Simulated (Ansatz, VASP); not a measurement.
# ScBr3: VASP beside Ansatz

```xyz
4
Lattice="5.9239 0.0000 0.0000 0.0000 5.9239 0.0000 0.0000 0.0000 15.0000" Properties=species:S:1:pos:R:3 pbc="T T T"
Sc    0.0000    0.0000    7.5000
Br    0.0000    2.9620    7.4488
Br    2.9620    0.0000    7.5512
Br    2.9620    2.9620    7.5000
```

Alike in both runs: task single point; functional PBE; k mesh 4 × 4 × 1; occupations gaussian, width 0.1 eV; no spin polarisation.

|  | VASP | Ansatz |
| --- | --- | --- |
| version | VASP 6.6.1 | Ansatz 0.2.0 |
| potentials or method | VASP PAW PBE potentials, release 64 (Sc_sv, Br) | scalar-relativistic, plane waves, PAW |
| plane-wave cutoff (eV) | 520 | 420 |
| valence electrons in the cell | 32 | 32 |

|  | VASP | Ansatz | Ansatz less VASP |
| --- | --- | --- | --- |
| gap on the k mesh at the Fermi level (eV) | none | none | - |
| rms of the force components (eV/Å) | 0.013 | 0.013 | 0.0000 |

Atom by atom the forces differ by 0.000 eV/Å (rms over components). A gap of «none» marks a metal or a gap that the smearing closes. The functional is the same, so the differences come from potentials, cutoffs and numerics. Ansatz warned: «slab_cell_height_set».
